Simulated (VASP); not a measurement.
Consider the following.

```
CELL_PARAMETERS angstrom
      1.90203    -3.29442     0.00000
      1.90203     3.29442     0.00000
      0.00000     0.00000     5.81177
ATOMIC_POSITIONS crystal
  Tl 0.33333 0.66667 0.25000
  Tl 0.66667 0.33333 0.75000
```

Calculation: vdW-DF2, VASP's PBE PAW potentials (set 64) (plane waves; VASP 6.6.1). Run with 520 eV cut-off, 12×12×7 Γ-centred mesh, tetrahedra with Blöchl corrections, potentials Tl_d.

Unless said otherwise, spin-orbit coupling is left out, though it shifts the bands of the heavy elements here.

**Question.** Tabulate the total density of states (states/eV per cell) against energy (eV; zero at the valence-band maximum or, without a gap, the Fermi level).

**Answer.** 
(E (eV), DOS (states/eV)): (-9.96, 0.00); (-9.72, 0.00); (-9.49, 0.00); (-9.26, 0.00); (-9.03, 0.00); (-8.80, 0.00); (-8.57, 0.17); (-8.33, 0.29); (-8.10, 0.37); (-7.87, 0.47); (-7.64, 0.53); (-7.41, 0.53); (-7.17, 0.61); (-6.94, 0.70); (-6.71, 0.76); (-6.60, 0.81); (-6.36, 0.90); (-6.13, 1.05); (-5.90, 1.30); (-5.67, 1.26); (-5.44, 1.35); (-5.21, 1.23); (-4.97, 1.60); (-4.74, 2.88); (-4.51, 1.23); (-4.28, 0.00); (-4.05, 0.00); (-3.81, 0.00); (-3.58, 0.00); (-3.35, 0.00); (-3.12, 0.00); (-2.89, 0.00); (-2.65, 0.00); (-2.42, 0.00); (-2.19, 0.00); (-1.96, 0.00); (-1.73, 0.02); (-1.50, 0.48); (-1.26, 0.64); (-1.03, 1.12); (-0.80, 1.85); (-0.57, 1.69); (-0.34, 1.70); (-0.10, 1.17); (0.13, 1.01); (0.24, 1.01); (0.47, 1.21); (0.71, 1.40); (0.94, 1.13); (1.17, 1.07); (1.40, 1.44); (1.63, 1.38); (1.87, 1.14); (2.10, 1.14); (2.33, 1.43); (2.56, 1.37); (2.79, 1.36); (3.02, 1.47); (3.26, 1.50); (3.49, 1.56)
Within 2 eV below the Fermi level the largest weight inside VASP's projection spheres is Tl p.

The compound is Tl in the hcp structure. It was relaxed first, which changed the volume by +27 %.
